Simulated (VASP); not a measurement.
# CuW: single point with PBE

Crystal: CuW.

```
Cu W
1.0
     3.62110    0.00000    0.00000
     0.00000    3.62110    0.00000
     0.00000    0.00000    4.57557
Cu W
2 2
Direct
  0.00000 0.50000 0.23510
  0.50000 0.00000 0.76490
  0.00000 0.00000 0.00000
  0.50000 0.50000 0.00000
```

The cell was built by a generator and needn't be a form met in nature.

```json
{
 "Program": "VASP 6.6.1",
 "Task": "single point",
 "Functional": "PBE",
 "Potentials or basis": "VASP PAW PBE potentials, release 64 (Cu, W_sv)",
 "Cutoff": "520 eV",
 "k mesh": "6 × 6 × 4",
 "Occupations": "gaussian, width 0.1 eV",
 "Spin": "no spin polarisation",
 "Dipole correction": "no",
 "Further INCAR settings": "ALGO = Fast; EDIFF = 1e-06; NBANDS = 33"
}
```

The pressure is 117.2 GPa and the largest force is 15.697 eV/Å. The band gap on the k mesh is none (metal or under the smearing width).

Forces in eV/Å, atoms in the order of the input:
```
Cu    0.000   0.000  15.697
Cu    0.000   0.000 -15.697
W     0.000   0.000   0.000
W     0.000   0.000   0.000
```

Stress tensor (GPa, compression positive):
```
134.21   0.00   0.00
  0.00 134.21   0.00
  0.00   0.00  83.24
```

Levels at points of the mesh, in eV from the Fermi level:
| k point | band 23 | band 24 | band 25 | band 26 | band 27 | band 28 |
| --- | --- | --- | --- | --- | --- | --- |
| (0.00, 0.00, 0.00) | -1.94 | -1.78 | 1.40 | 1.94 | 2.37 | 2.37 |
| (0.50, 0.00, 0.00) | -0.63 | -0.63 | -0.49 | -0.49 | 0.53 | 0.53 |
| (0.50, 0.50, 0.00) | -0.56 | -0.56 | 0.43 | 0.43 | 1.77 | 1.77 |
| (0.00, 0.00, 0.50) | -2.50 | -1.76 | -0.53 | 2.38 | 2.38 | 2.54 |
| (0.50, 0.00, 0.50) | -0.63 | -0.63 | 0.03 | 0.03 | 0.47 | 0.47 |
| (0.50, 0.50, 0.50) | 0.01 | 0.01 | 0.68 | 0.68 | 1.06 | 1.06 |

It took 36 s on 1 thread of Intel(R) Xeon(R) 6975P-C (Granite Rapids), on a shared host, peak memory 0.19 GiB.

Caveat: a pressure of tens of GPa on the cell as given is suspect, and the run, the potentials or the cell itself is likely at fault; forces of over 1 eV/Å show positions far from the minimum, so gaps and moduli don't describe the material at rest. Spin-orbit coupling is left out, which matters for the levels of W.
